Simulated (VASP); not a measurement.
Level of theory: PBEsol GGA, VASP's PBE PAW potentials (set 64) (plane waves; VASP).

A VASP calculation is set up with these files.

File POSCAR:
```
YTe
1
    4.2735163527    -0.0000000000     0.0000000000
   -2.1367581764     3.7009737703    -0.0000000000
    0.0000000000     0.0000000000     9.1597248523
Y Te
2 2
Direct
  0.3333330000   0.6666670000   0.0266375735
  0.6666670000   0.3333330000   0.5266375735
  0.3333330000   0.6666670000   0.3483624265
  0.6666670000   0.3333330000   0.8483624265
```

**INCAR**
```
# general
SYSTEM =YTe
PREC   =Accurate
ENCUT  =400
LREAL  =.FALSE.
LASPH  =.TRUE.

# electronic loop
EDIFF  =1E-6
NELM   =100
ALGO   =Normal
LMAXMIX=4

# smearing
ISMEAR =1
SIGMA  =0.1

# functional
GGA    =PS

# ions
IBRION =2
NSW    =60
ISIF   =3
EDIFFG =-0.02

# output
LWAVE  =.FALSE.
LCHARG =.FALSE.
```

**KPOINTS**
```
Automatic mesh
0
Gamma
8 8 3
0 0 0
```

POTCAR, in this order: Y_sv Te (PBE.64 set). Program: vasp_std.

Output of the run:

OSZICAR:
```
       N       E                     dE             d eps       ncg     rms          rms(c)
DAV:   1     0.159485446551E+03    0.15949E+03   -0.13832E+04   848   0.118E+03
DAV:   2    -0.920711089047E+01   -0.16869E+03   -0.16446E+03   996   0.278E+02
DAV:   3    -0.241437411701E+02   -0.14937E+02   -0.14790E+02  1400   0.576E+01
DAV:   4    -0.252464998108E+02   -0.11028E+01   -0.10993E+01  1380   0.151E+01
DAV:   5    -0.252655431545E+02   -0.19043E-01   -0.19039E-01  1235   0.199E+00    0.347E+01
DAV:   6    -0.241043135347E+02    0.11612E+01   -0.27871E+00   918   0.716E+00    0.234E+01
DAV:   7    -0.241217297846E+02   -0.17416E-01   -0.32203E+00  1264   0.729E+00    0.333E+00
DAV:   8    -0.240021213260E+02    0.11961E+00   -0.13885E+00   885   0.504E+00    0.935E-01
DAV:   9    -0.239959587438E+02    0.61626E-02   -0.97771E-02  1206   0.154E+00    0.474E-01
DAV:  10    -0.239963551702E+02   -0.39643E-03   -0.50057E-03  1257   0.353E-01    0.370E-01
DAV:  11    -0.239959073287E+02    0.44784E-03   -0.37470E-03  1107   0.299E-01    0.197E-01
DAV:  12    -0.239959189499E+02   -0.11621E-04   -0.28308E-04  1239   0.953E-02    0.674E-02
DAV:  13    -0.239959173721E+02    0.15778E-05   -0.87303E-06  1088   0.216E-02    0.410E-02
DAV:  14    -0.239959162007E+02    0.11713E-05   -0.71395E-06   945   0.129E-02    0.197E-02
DAV:  15    -0.239959155719E+02    0.62882E-06   -0.58679E-07   715   0.545E-03
   1 F= -.23995916E+02 E0= -.23997808E+02  d E =-.239959E+02
       N       E                     dE             d eps       ncg     rms          rms(c)
DAV:   1    -0.239972459829E+02   -0.13298E-02   -0.96175E-02   845   0.211E+00    0.435E-01
DAV:   2    -0.239966254664E+02    0.62052E-03   -0.55244E-03   985   0.457E-01    0.181E-01
DAV:   3    -0.239963109681E+02    0.31450E-03   -0.77331E-04  1000   0.178E-01    0.633E-02
DAV:   4    -0.239962977027E+02    0.13265E-04   -0.10262E-04  1075   0.599E-02    0.271E-02
DAV:   5    -0.239962974166E+02    0.28605E-06   -0.85753E-06  1340   0.148E-02
   2 F= -.23996297E+02 E0= -.23998175E+02  d E =-.381845E-03
```

File OUTCAR:
```
------------------------ aborting loop because EDIFF is reached ----------------------------------------
  FORCE on cell =-STRESS in cart. coord.  units (eV):
  Direction    XX          YY          ZZ          XY          YZ          ZX
  --------------------------------------------------------------------------------------
  Total        0.0010886      0.0010886      0.0706947     -0.0000000      0.0000000      0.0000000
  in kB        0.0120436      0.0120436      0.7821471     -0.0000000      0.0000000      0.0000000
  external PRESSURE =       0.2687448 kB  Pullay stress =       0.0000000 kB
  volume of cell :      144.81
      direct lattice vectors                 reciprocal lattice vectors
     4.276842099 -0.000000000  0.000000000     0.233817377  0.134994524 -0.000000000
    -2.138421050  3.703853951  0.000000000     0.000000000  0.269989047 -0.000000000
     0.000000000  0.000000000  9.141807484     0.000000000  0.000000000  0.109387558
 POSITION                                       TOTAL-FORCE (eV/Angst)
 -----------------------------------------------------------------------------------
     -0.00000      2.46924      0.24608        -0.000000      0.000000     -0.005265
      2.13842      1.23462      4.81699        -0.000000     -0.000000     -0.005265
     -0.00000      2.46924      3.18210        -0.000000     -0.000000      0.005265
      2.13842      1.23462      7.75300         0.000000      0.000000      0.005265
 -----------------------------------------------------------------------------------
    total drift:                               -0.001971      0.001138      0.002193
  FREE ENERGIE OF THE ION-ELECTRON SYSTEM (eV)
  ---------------------------------------------------
  free  energy   TOTEN  =       -23.9962974166 eV

  energy  without entropy=      -24.0019310601  energy(sigma->0) =      -23.99817530

 reached required accuracy - stopping structural energy minimisation
```
(Selected blocks of OUTCAR.)

### CONTCAR
```
YTe
   1.00000000000000
     4.2768420992884035   -0.0000000000000449    0.0000000000000000
    -2.1384210496942799    3.7038539514380622    0.0000000000000000
     0.0000000000000000    0.0000000000000000    9.1418074838834844
  Y               Te
     2     2
Direct
     0.3333330000000032    0.6666669999999968    0.0269182564591806
     0.6666669999999968    0.3333330000000032    0.5269182564591806
     0.3333330000000032    0.6666669999999968    0.3480817435408194
     0.6666669999999968    0.3333330000000032    0.8480817435408194
```

The structure was generated: YTe was put into the wurtzite type (P6_3mc), which need not be its known phase. This run relaxes it. Symmetry was kept, so distortions that lower it aren't found. The start is the result of an earlier pass.
